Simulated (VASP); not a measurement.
Mg2Sn (antifluorite): the bulk modulus from VASP (plane waves, PAW) at several levels of theory. Static lattice, third-order Birch-Murnaghan fit over five volumes.

| level | bulk modulus (GPa) |
|---|---|
| LDA | 47.6 |
| PBE | 41.0 |
| PBEsol | 43.9 |
| RPBE | 38.6 |
| AM05 | 43.5 |
| PBE-D3(BJ) | 45.6 |
| optB88-vdW | 42.3 |

The cell of the LDA run:

```yaml
crystal:
  lattice:
    - [0.00000, 3.32531, 3.32531]
    - [3.32531, 0.00000, 3.32531]
    - [3.32531, 3.32531, 0.00000]
  atoms:
    - { symbol: Mg, position: [0.25000, 0.25000, 0.25000] }
    - { symbol: Mg, position: [0.75000, 0.75000, 0.75000] }
    - { symbol: Sn, position: [0.00000, 0.00000, 0.00000] }
```

Only levels that ran to the end are used. Left out are those held back, those with too coarse a band path, GW runs whose mesh misses a band edge, hybrids' fits of cells that aren't cubic and levels without matching references; a question may draw on a part of the rest.

The compound is Mg2Sn in the antifluorite structure.
